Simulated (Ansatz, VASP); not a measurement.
# NiO2 in two plane-wave programs, part 3 of 3

Wanted: the spread between two codes on one cell, functional and k mesh. The cell is taken from a series of runs on this material, whose earlier steps may have relaxed, scaled, displaced or heated it; both programs get it as it stands.

VASP 6.6.1 and Ansatz 0.2.0.

So far: Starting point; Ansatz: zone-centre phonons, PBEsol; VASP: zone-centre phonons, PBEsol.

## (3) VASP: zone-centre phonons, PBEsol (continued)

Level of this step: PBEsol, no spin polarisation; plane waves and PAW (Ni, O) (VASP).

Numbers of over 12 decimals in the logs are rounded to 6 here.

OUTCAR, selected parts (step 3):

```text
ion  position               nearest neighbor table
   1  0.000  0.000  0.500-   2 1.86   3 1.86   2 1.86   3 1.86   2 1.86   3 1.86
   2  0.667  0.333  0.690-   1 1.86   1 1.86   1 1.86
   3  0.333  0.667  0.310-   1 1.86   1 1.86   1 1.86

  LATTYP: Found a hexagonal cell.
 ALAT       =     2.7842933479
 C/A-ratio  =     1.7670335938

 Subroutine GETGRP returns: Found 12 space group operations
 (whereof 12 operations were pure point group operations)

The static configuration has the point symmetry D_3d.

 Found    213 irreducible k-points:

   k-points           NKPTS =    213   k-points in BZ     NKDIM =    213   number of bands    NBANDS=     17

   dimension x,y,z NGX =    24 NGY =   24 NGZ =   40
   dimension x,y,z NGXF=    48 NGYF=   48 NGZF=   80

   ENCUT  =  600.0 eV  44.10 Ry    6.64 a.u.   5.56  5.56  9.83*2*pi/ulx,y,z

   NELECT =      22.0000    total number of electrons

 k-points in reciprocal lattice and weights: Automatic mesh
   0.00000000  0.00000000  0.00000000       0.000
   0.06250000 -0.00000000  0.00000000       0.003
   0.12500000 -0.00000000  0.00000000       0.003
   0.18750000 -0.00000000  0.00000000       0.003
   0.25000000 -0.00000000  0.00000000       0.003
   0.31250000 -0.00000000  0.00000000       0.003
   0.37500000 -0.00000000  0.00000000       0.003
   0.43750000 -0.00000000  0.00000000       0.003
   0.50000000 -0.00000000  0.00000000       0.001
[...]
0.37500000  0.25000000  0.50000000       0.003
   0.31250000  0.31250000  0.50000000       0.003

 average (electrostatic) potential at core
       1 -89.9488       2 -72.9301       3 -72.9301

  Total        1.2678021      1.2678021      0.4727711      0.0000000      0.0000000      0.0000000
  in kB       61.4952601     61.4952601     22.9319567      0.0000000      0.0000000      0.0000000
  external PRESSURE =      48.6408256 kB  Pullay stress =       0.0000000 kB

  energy-cutoff  :      600.00
  volume of cell :       33.03
      direct lattice vectors                 reciprocal lattice vectors
     2.784293348  0.000000000  0.000000000     0.359157558  0.207359713  0.000000000
    -1.392146674  2.411268771  0.000000000     0.000000000  0.414719426  0.000000000
     0.000000000  0.000000000  4.919939881     0.000000000  0.000000000  0.203254516

 POSITION                                       TOTAL-FORCE (eV/Angst)
 -----------------------------------------------------------------------------------
      0.00000      0.00000      2.45997         0.000000      0.000000      0.000000
      1.39215      0.80376      3.39305        -0.000000      0.000000      0.317909
     -0.00000      1.60751      1.52689        -0.000000     -0.000000     -0.317909
 -----------------------------------------------------------------------------------
    total drift:                               -0.000000      0.000000     -0.000000

 MACROSCOPIC STATIC DIELECTRIC TENSOR (including local field effects in DFT)
 ------------------------------------------------------
          41.145713     0.000000     0.000000
           0.000000    41.145713     0.000000
          -0.000000     0.000000    21.104887
 ------------------------------------------------------

 PIEZOELECTRIC TENSOR (including local field effects)  for field in x, y, z        (C/m^2)
          XX          YY          ZZ          XY          YZ          ZX
  --------------------------------------------------------------------------------
  x     0.00000     0.00000     0.00000     0.00000     0.00000     0.00000
  y     0.00000     0.00000     0.00000     0.00000     0.00000     0.00000
  z     0.00000     0.00000     0.00000     0.00000     0.00000     0.00000

 BORN EFFECTIVE CHARGES (including local field effects) (in |e|, cummulative output)
 ---------------------------------------------------------------------------------
 ion    1
    1     3.59312     0.00000    -0.00000
    2     0.00000     3.59312    -0.00000
    3     0.00000     0.00000     0.18437
 ion    2
    1    -1.79656    -0.00000     0.00000
    2    -0.00000    -1.79656     0.00000
    3    -0.00000     0.00000    -0.09219
 ion    3
    1    -1.79656    -0.00000     0.00000
    2    -0.00000    -1.79656     0.00000
    3     0.00000     0.00000    -0.09219

 Eigenvectors and eigenvalues of the dynamical matrix
 ----------------------------------------------------

   1 f  =   17.601909 THz   110.596054 2PiTHz  587.136473 cm-1    72.795612 meV
             X         Y         Z           dx          dy          dz
      0.000000  0.000000  2.459970    -0.000000   -0.000000   -0.593905
      1.392147  0.803756  3.393047     0.000000    0.000000    0.568892
     -0.000000  1.607513  1.526893     0.000000    0.000000    0.568892

   2 f  =   16.577170 THz   104.157430 2PiTHz  552.954867 cm-1    68.557635 meV
             X         Y         Z           dx          dy          dz
      0.000000  0.000000  2.459970     0.290515    0.518189   -0.000000
      1.392147  0.803756  3.393047    -0.278160   -0.496153   -0.000000
     -0.000000  1.607513  1.526893    -0.278160   -0.496153    0.000000

   3 f  =   16.577170 THz   104.157430 2PiTHz  552.954867 cm-1    68.557635 meV
             X         Y         Z           dx          dy          dz
      0.000000  0.000000  2.459970     0.518189   -0.290515   -0.000000
      1.392147  0.803756  3.393047    -0.496153    0.278160   -0.000000
     -0.000000  1.607513  1.526893    -0.496153    0.278160    0.000000

   4 f  =   16.365203 THz   102.825600 2PiTHz  545.884397 cm-1    67.681009 meV
             X         Y         Z           dx          dy          dz
      0.000000  0.000000  2.459970     0.000000    0.000000    0.000000
      1.392147  0.803756  3.393047    -0.000000   -0.000000    0.707107
     -0.000000  1.607513  1.526893    -0.000000   -0.000000   -0.707107

   5 f  =   13.471660 THz    84.644938 2PiTHz  449.366216 cm-1    55.714285 meV
             X         Y         Z           dx          dy          dz
      0.000000  0.000000  2.459970     0.000000    0.000000    0.000000
      1.392147  0.803756  3.393047    -0.345795   -0.616787   -0.000000
     -0.000000  1.607513  1.526893     0.345795    0.616787    0.000000

   6 f  =   13.471660 THz    84.644938 2PiTHz  449.366216 cm-1    55.714285 meV
             X         Y         Z           dx          dy          dz
      0.000000  0.000000  2.459970     0.000000   -0.000000    0.000000
      1.392147  0.803756  3.393047    -0.616787    0.345795   -0.000000
     -0.000000  1.607513  1.526893     0.616787   -0.345795    0.000000

   7 f/i=    0.001184 THz     0.007440 2PiTHz    0.039500 cm-1     0.004897 meV
             X         Y         Z           dx          dy          dz
      0.000000  0.000000  2.459970    -0.566227   -0.571374   -0.000000
      1.392147  0.803756  3.393047    -0.295688   -0.298376   -0.000000
     -0.000000  1.607513  1.526893    -0.295688   -0.298376   -0.000000

   8 f/i=    0.001184 THz     0.007440 2PiTHz    0.039500 cm-1     0.004897 meV
             X         Y         Z           dx          dy          dz
      0.000000  0.000000  2.459970    -0.571374    0.566227   -0.000000
      1.392147  0.803756  3.393047    -0.298376    0.295688   -0.000000
     -0.000000  1.607513  1.526893    -0.298376    0.295688   -0.000000

   9 f/i=    0.002337 THz     0.014686 2PiTHz    0.077968 cm-1     0.009667 meV
             X         Y         Z           dx          dy          dz
      0.000000  0.000000  2.459970    -0.000000   -0.000000    0.804535
      1.392147  0.803756  3.393047    -0.000000   -0.000000    0.419954
     -0.000000  1.607513  1.526893    -0.000000   -0.000000    0.419954

 MACROSCOPIC STATIC DIELECTRIC TENSOR IONIC CONTRIBUTION
 ------------------------------------------------------
           3.037205     0.000000     0.000000
           0.000000     3.037205    -0.000000
           0.000000    -0.000000     0.007095
 ------------------------------------------------------

 ELASTIC MODULI CONTR FROM IONIC RELAXATION (kBar)
 Direction    XX          YY          ZZ          XY          YZ          ZX
 --------------------------------------------------------------------------------
 XX       -1011.1112   -772.8027  -1132.3712     -0.0000   -322.4688     -0.0000
 YY        -772.8027  -1011.1112  -1132.3712     -0.0000    322.4688      0.0000
 ZZ       -1132.3712  -1132.3712  -1437.5858     -0.0000     -0.0000      0.0000
 XY          -0.0000     -0.0000     -0.0000   -119.1543      0.0000   -366.0366
 YZ        -322.4688    322.4688     -0.0000      0.0000   -872.7017     -0.0000
 ZX          -0.0000      0.0000      0.0000   -366.0366     -0.0000  -1124.4483
 --------------------------------------------------------------------------------

 PIEZOELECTRIC TENSOR IONIC CONTR  for field in x, y, z        (C/m^2)
          XX          YY          ZZ          XY          YZ          ZX
  --------------------------------------------------------------------------------
  x    -0.00000     0.00000     0.00000     0.00000    -0.00000     0.00000
  y    -0.00000     0.00000     0.00000     0.00000    -0.00000     0.00000
  z    -0.00000    -0.00000    -0.00000     0.00000     0.00000     0.00000
```

This run has no spin polarisation, so a moment on Ni, if there is one, isn't seen. Energies printed during the response cycles are not total energies of the cell. The dielectric response converges more slowly with the mesh than energies do, so tensor and charges may still move on a finer one.

## (4) Comparison

Known differences besides the potentials themselves: VASP's run holds the zone centre alone; the data sets hold 30 valence electrons in Ansatz (on its default PAW (the set named soft_2) files) and 22 in VASP; the cutoff is 420 eV in Ansatz and 600 eV in VASP; Ansatz makes its cores anew for this functional, VASP keeps those of its PBE data sets. Total energies have different zeros and are not compared.

The two programs side by side:

| quantity | Ansatz | VASP | difference |
| --- | --- | --- | --- |
| optical mode 1 to 2 (cm⁻¹) | 446.2 | 449.4 | -0.70 % |
| optical mode 3 (cm⁻¹) | 547.0 | 545.9 | +0.20 % |
| optical mode 4 to 5 (cm⁻¹) | 547.8 | 553.0 | -0.93 % |
| optical mode 6 (cm⁻¹) | 589.2 | 587.1 | +0.34 % |

Not compared: the dielectric constant (VASP's run gives none, or none that is converged on this mesh at a gap this small). Modes are paired by rising frequency, not by their patterns, so a pair may set unlike modes beside each other; they are those without the splitting of longitudinal modes.

## (5) Results

* r.m.s. difference of the optical zone-centre modes, each program's sorted by frequency (zone-centre phonons, PBEsol): 3.6 cm⁻¹
* difference in optical mode 4 to 5 (zone-centre phonons, PBEsol): -0.9 %

**Reading.** The r.m.s. difference of the optical zone-centre modes, each program's sorted by frequency is 3.6 cm⁻¹ (zone-centre phonons, PBEsol). The data sets hold unlike numbers of valence electrons (30 in Ansatz and 22 in VASP), so part of the differences comes from the potentials. Among the rows given in per cent, the largest difference of the zone-centre phonons, PBEsol pair is in optical mode 4 to 5, -0.9 %. Such differences can come from data sets, numerical settings and the points named under the comparisons, not from the functional's error against experiment.

[Lines on the potential files, build, host, timing and source positions are cut from VASP's logs without a mark.]

[Logs are printed without paths, hosts, clocks, repeated set-up lines and the standing remarks that a program may print on its own settings, such as how far it seeks lower states.]

[Hosts, paths, dates, database ids (printed as entryN), source tags and the programs' standing remarks are cut or masked in the printed files.]
